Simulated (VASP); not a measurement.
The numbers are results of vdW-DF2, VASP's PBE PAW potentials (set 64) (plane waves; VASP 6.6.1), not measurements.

A VASP calculation is set up with these files.

### KPOINTS
```
Automatic
0
G
12 12 7
0 0 0
```

INCAR:
```
AGGAC = 0.0
ALGO = Normal
EDIFF = 1E-7
EDIFFG = -0.01
ENCUT = 520
GGA = ML
IBRION = 2
ISIF = 4
ISMEAR = 1
LASPH = .TRUE.
LCHARG = .FALSE.
LMAXMIX = 6
LREAL = .FALSE.
LUSE_VDW = .TRUE.
LWAVE = .FALSE.
NELM = 100
NSW = 30
PREC = Accurate
SIGMA = 0.1
SYSTEM = Lu
ZAB_VDW = -1.8867
```

**POSCAR**
```
Lu
1.0
  1.7759157201  -3.0759763478   0.0000000000
  1.7759157201   3.0759763478   0.0000000000
  0.0000000000   0.0000000000   5.5447285743
Lu
2
Cart
  1.7759157201   1.0253274999   1.3861821436
  1.7759157201  -1.0253274999   4.1585464307
```

POTCAR, in this order: Lu_3 (PBE.64 set). Program: vasp_std.

What VASP printed:

OUTCAR:
```
 ion  position               nearest neighbor table
   1  0.333  0.667  0.250-   2 3.45   2 3.45   2 3.45   2 3.45   2 3.45   2 3.45
   2  0.667  0.333  0.750-   1 3.45   1 3.45   1 3.45   1 3.45   1 3.45   1 3.45
  LATTYP: Found a hexagonal cell.
 ALAT       =     3.5518315187
 C/A-ratio  =     1.5610899743
 Subroutine PRICEL returns:
 Original cell was already a primitive cell.
 Subroutine GETGRP returns: Found 24 space group operations
The static configuration has the point symmetry D_3d.
 The point group associated with its full space group is D_6h.
The dynamic configuration has the point symmetry D_3d.
 Subroutine INISYM returns: Found 24 space group operations
 Subroutine IBZKPT returns following result:
 Found     76 irreducible k-points:

 Following reciprocal coordinates:
            Coordinates               Weight
  0.000000  0.000000  0.000000      1.000000
  0.083333  0.000000  0.000000      6.000000
  0.166667  0.000000  0.000000      6.000000
  0.250000  0.000000  0.000000      6.000000
  0.333333  0.000000  0.000000      6.000000
  0.416667 -0.000000  0.000000      6.000000
  0.500000  0.000000  0.000000      3.000000
  0.083333  0.083333  0.000000      6.000000
  0.166667  0.083333  0.000000     12.000000
  0.250000  0.083333  0.000000     12.000000
  0.333333  0.083333  0.000000     12.000000
  0.416667  0.083333  0.000000     12.000000
  0.166667  0.166667  0.000000      6.000000
  0.250000  0.166667  0.000000     12.000000
  0.333333  0.166667  0.000000     12.000000
  0.416667  0.166667  0.000000      6.000000
  0.250000  0.250000  0.000000      6.000000
  0.333333  0.250000  0.000000     12.000000
  0.333333  0.333333  0.000000      2.000000
  0.000000  0.000000  0.142857      2.000000
  0.083333  0.000000  0.142857     12.000000
  0.166667  0.000000  0.142857     12.000000
...
```

**OSZICAR**
```
       N       E                     dE             d eps       ncg     rms          rms(c)
DAV:   1     0.504380558956E+02    0.50438E+02   -0.87392E+03  3492   0.149E+03
DAV:   2    -0.207904559975E+00   -0.50646E+02   -0.49415E+02  3399   0.709E+02
DAV:   3    -0.244036875690E+01   -0.22325E+01   -0.21351E+01  3572   0.608E+01
DAV:   4    -0.255551615034E+01   -0.11515E+00   -0.11235E+00  3690   0.101E+01
DAV:   5    -0.257186903742E+01   -0.16353E-01   -0.16250E-01  3492   0.189E+00    0.234E+01
DAV:   6    -0.260575819707E+01   -0.33889E-01   -0.45569E-02  3371   0.365E+00    0.140E+01
DAV:   7    -0.261903247308E+01   -0.13274E-01   -0.90023E-02  3232   0.683E+00    0.542E-01
DAV:   8    -0.261968559788E+01   -0.65312E-03   -0.71363E-03  3318   0.164E+00    0.435E-01
DAV:   9    -0.261979882637E+01   -0.11323E-03   -0.28006E-04  3699   0.279E-01    0.257E-02
DAV:  10    -0.261980526524E+01   -0.64389E-05   -0.36475E-05  3379   0.891E-02    0.687E-02
DAV:  11    -0.261980712742E+01   -0.18622E-05   -0.59489E-06  3342   0.338E-02    0.218E-03
DAV:  12    -0.261980769285E+01   -0.56543E-06   -0.69475E-08  1933   0.696E-03    0.296E-03
DAV:  13    -0.261980779931E+01   -0.10647E-06   -0.27762E-08  1853   0.808E-03    0.334E-04
DAV:  14    -0.261980782191E+01   -0.22598E-07   -0.19154E-08  1753   0.539E-03
   1 F= -.26198078E+01 E0= -.26194929E+01  d E =-.261981E+01
       N       E                     dE             d eps       ncg     rms          rms(c)
DAV:   1    -0.262004218125E+01   -0.23438E-03   -0.76896E-03  3103   0.127E+00    0.667E-02
DAV:   2    -0.261993918245E+01    0.10300E-03   -0.23792E-04  3342   0.241E-01    0.382E-02
DAV:   3    -0.261988561284E+01    0.53570E-04   -0.61553E-05  3804   0.969E-02    0.208E-02
DAV:   4    -0.261988541944E+01    0.19340E-06   -0.72259E-06  3351   0.244E-02    0.751E-03
DAV:   5    -0.261988514714E+01    0.27230E-06   -0.13767E-07  1838   0.941E-03    0.767E-04
DAV:   6    -0.261988517234E+01   -0.25196E-07   -0.73255E-08  1659   0.738E-03
   2 F= -.26198852E+01 E0= -.26195722E+01  d E =-.773504E-04
       N       E                     dE             d eps       ncg     rms          rms(c)
DAV:   1    -0.261999343349E+01   -0.10829E-03   -0.45941E-03  3033   0.983E-01    0.515E-02
DAV:   2    -0.261993280517E+01    0.60628E-04   -0.14349E-04  3342   0.188E-01    0.295E-02
DAV:   3    -0.261990103192E+01    0.31773E-04   -0.36462E-05  3814   0.747E-02    0.160E-02
DAV:   4    -0.261990082599E+01    0.20594E-06   -0.42783E-06  3325   0.186E-02    0.588E-03
DAV:   5    -0.261990063994E+01    0.18605E-06   -0.78492E-08  1617   0.709E-03    0.625E-04
DAV:   6    -0.261990065717E+01   -0.17235E-07   -0.39087E-08  1483   0.603E-03
   3 F= -.26199007E+01 E0= -.26195905E+01  d E =-.928353E-04
```

OUTCAR:
```
------------------------ aborting loop because EDIFF is reached ----------------------------------------
  FORCE on cell =-STRESS in cart. coord.  units (eV):
  Direction    XX          YY          ZZ          XY          YZ          ZX
  --------------------------------------------------------------------------------------
  Total        0.0580607      0.0580607      0.0615203      0.0000000      0.0000000     -0.0000000
  in kB        1.5355966      1.5355967      1.6270962      0.0000000      0.0000000     -0.0000000
  external PRESSURE =       1.5660965 kB  Pullay stress =       0.0000000 kB
  volume of cell :       60.58
      direct lattice vectors                 reciprocal lattice vectors
     1.778012367 -3.079607848  0.000000000     0.281212892 -0.162358334 -0.000000000
     1.778012367  3.079607848 -0.000000000     0.281212892  0.162358334  0.000000000
     0.000000000 -0.000000000  5.531659502     0.000000000  0.000000000  0.180777577
 POSITION                                       TOTAL-FORCE (eV/Angst)
 -----------------------------------------------------------------------------------
      1.77801      1.02654      1.38291        -0.000000     -0.000000      0.000000
      1.77801     -1.02654      4.14874         0.000000      0.000000      0.000000
 -----------------------------------------------------------------------------------
    total drift:                               -0.000000      0.000073     -0.000012
  FREE ENERGIE OF THE ION-ELECTRON SYSTEM (eV)
  ---------------------------------------------------
  free  energy   TOTEN  =        -2.6199006572 eV

  energy  without entropy=       -2.6189701440  energy(sigma->0) =       -2.61959049

 reached required accuracy - stopping structural energy minimisation
```
(Selected blocks of OUTCAR.)

CONTCAR:
```
Lu
   1.00000000000000
     1.7780123672736152   -3.0796078480111220    0.0000000000000000
     1.7780123672736152    3.0796078480111220   -0.0000000000000000
     0.0000000000000000   -0.0000000000000000    5.5316595018519799
  Lu
     2
Direct
     0.3333330000000032    0.6666669999999968    0.2500000000000000
     0.6666669999999968    0.3333330000000032    0.7500000000000000
```

The compound is Lu in the hcp structure. This run relaxes it. Symmetry was kept, so distortions that lower it aren't found.
